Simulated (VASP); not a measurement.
A run of VASP 6.6.1 is set up as follows.

File INCAR:

```
SYSTEM = BeZnF4
ALGO = Normal ; EDIFF = 1E-7
EDIFFG = -0.01 ; ENCUT = 600
GGA = PE ; IBRION = 2
ISIF = 3 ; ISMEAR = 0
LASPH = .TRUE. ; LCHARG = .FALSE.
LREAL = .FALSE. ; LWAVE = .FALSE.
NELM = 100 ; NSW = 100
PREC = Accurate ; SIGMA = 0.02
```

File KPOINTS:

```
k-points
0
G
  6 6 6
  0 0 0
```

The input POSCAR:

```
BeZnF4
1.0
    0.0000000000      4.0069759721      4.0069759721
    4.0069759721      0.0000000000      4.0069759721
    4.0069759721      4.0069759721      0.0000000000
Be Zn F
1 1 4
Direct
    0.7500000000      0.7500000000      0.7500000000
    0.5000000000      0.5000000000      0.5000000000
    0.6376523363      0.6376523363      0.6376523363
    0.6376523363      0.6376523363      0.0870429910
    0.6376523363      0.0870429910      0.6376523363
    0.0870429910      0.6376523363      0.6376523363
```

Potentials or basis: VASP PAW PBE potentials, release 64 (Be, Zn, F).

Command:

```sh
$ cat potpaw_PBE.64/Be/POTCAR potpaw_PBE.64/Zn/POTCAR potpaw_PBE.64/F/POTCAR > POTCAR
$ mpirun -np 1 vasp_std > vasp.out
```

(1) Estimate the band gap on the k mesh.

(2) Predict the space group after relaxing (to 0.05 Å).

Results:

(1) 5.84 eV, indirect (least direct gap 5.90 eV).

(2) F-43m (No. 216).
